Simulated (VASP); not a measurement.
## WSe2: band structure with PBE

**Measured values to compare with.**

“Time-resolved XUV ARPES with tunable 24–33 eV laser pulses at 30 meV resolution”, 2019, pmc:6684652 reports, for a bulk crystal of WSe2: band gap 1.3 eV (indirect).

WSe2:

```xyz
6
Lattice="3.2813 0.0000 0.0000 -1.6407 2.8417 0.0000 0.0000 0.0000 12.7917" Properties=species:S:1:pos:R:3 pbc="T T T"
W     0.0000    1.8945    3.1979
W     1.6407    0.9472    9.5937
Se    0.0000    1.8945    7.9077
Se    1.6407    0.9472    1.5119
Se    0.0000    1.8945   11.2797
Se    1.6407    0.9472    4.8839
```

```yaml
Program: VASP 6.6.1
Task: band structure
Functional: PBE
Potentials_or_basis: VASP PAW PBE potentials, release 64 (W_sv, Se)
Cutoff: 520 eV
k_mesh: 9 × 9 × 2
Occupations: gaussian, width 0.03 eV
Spin: no spin polarisation
Further_INCAR_settings: ALGO = Normal; EDIFF = 1e-06; NBANDS = 35
```

| Item | Value |
| --- | --- |
| Pressure | 3.9 GPa |
| Band gap on the k mesh | 0.99 eV, indirect (least direct gap 1.56 eV) |
| Band gap along the path | 0.87 eV, indirect (least direct gap 1.56 eV) |

Forces on the atoms (eV/Å):
```
W    0.000  0.000  0.000
W    0.000  0.000  0.000
Se   0.000  0.000  0.003
Se   0.000  0.000  0.003
Se   0.000  0.000 -0.003
Se   0.000  0.000 -0.003
```

Stress tensor (GPa, compression positive):
```
3.88 0.00 0.00
0.00 3.88 0.00
0.00 0.00 4.04
```

Levels at the corners of the path, in eV from the valence-band top:
```tsv
point	band 22	band 23	band 24	band 25	band 26	band 27	band 28	band 29	band 30	band 31
Γ	-1.45	-1.45	-1.19	-0.96	0.00	2.62	2.62	2.67	2.67	2.69
M	-2.44	-1.49	-1.37	-1.30	-1.06	2.15	2.19	2.27	2.68	2.91
M	-2.44	-1.49	-1.37	-1.30	-1.06	2.15	2.19	2.27	2.68	2.91
K	-3.96	-2.55	-2.55	-0.49	-0.19	1.37	1.37	1.74	3.01	3.01
K	-3.96	-2.55	-2.55	-0.49	-0.19	1.37	1.37	1.74	3.01	3.01
Γ	-1.45	-1.45	-1.19	-0.96	0.00	2.62	2.62	2.67	2.67	2.69
Γ	-1.45	-1.45	-1.19	-0.96	0.00	2.62	2.62	2.67	2.67	2.69
A	-1.49	-1.49	-1.49	-0.20	-0.20	2.62	2.62	2.62	2.62	2.83
A	-1.49	-1.49	-1.49	-0.20	-0.20	2.62	2.62	2.62	2.62	2.83
L	-2.62	-1.37	-1.37	-1.22	-1.22	2.17	2.17	2.51	2.51	3.34
L	-2.62	-1.37	-1.37	-1.22	-1.22	2.17	2.17	2.51	2.51	3.34
H	-3.40	-2.79	-2.79	-0.36	-0.36	1.37	1.37	2.34	2.34	3.16
H	-3.40	-2.79	-2.79	-0.36	-0.36	1.37	1.37	2.34	2.34	3.16
A	-1.49	-1.49	-1.49	-0.20	-0.20	2.62	2.62	2.62	2.62	2.83
L	-2.62	-1.37	-1.37	-1.22	-1.22	2.17	2.17	2.51	2.51	3.34
M	-2.44	-1.49	-1.37	-1.30	-1.06	2.15	2.19	2.27	2.68	2.91
K	-3.96	-2.55	-2.55	-0.49	-0.19	1.37	1.37	1.74	3.01	3.01
H	-3.40	-2.79	-2.79	-0.36	-0.36	1.37	1.37	2.34	2.34	3.16
```

Wall time 58 s on 4 MPI ranks on Intel(R) Xeon(R) 6975P-C (Granite Rapids), with other jobs on the host, peak memory 0.32 GiB a rank.

A measured gap of WSe2 is 1.3 eV (indirect; “Time-resolved XUV ARPES with tunable 24–33 eV laser pulses at 30 meV resolution”, 2019, pmc:6684652); the calculated 0.87 eV misses it by -0.43 eV. Spin-orbit coupling on Se, W is left out. The value is that of PBE, without temperature or zero-point motion. Semilocal functionals fall short of measured gaps as a rule.

Caveat: spin-orbit coupling is left out, which moves the levels of the heavy elements; the mesh misses the band edges, which the band path finds closer together; this functional lacks dispersion, which binds the layers, so the pressure and a relaxed spacing across them are unreliable.
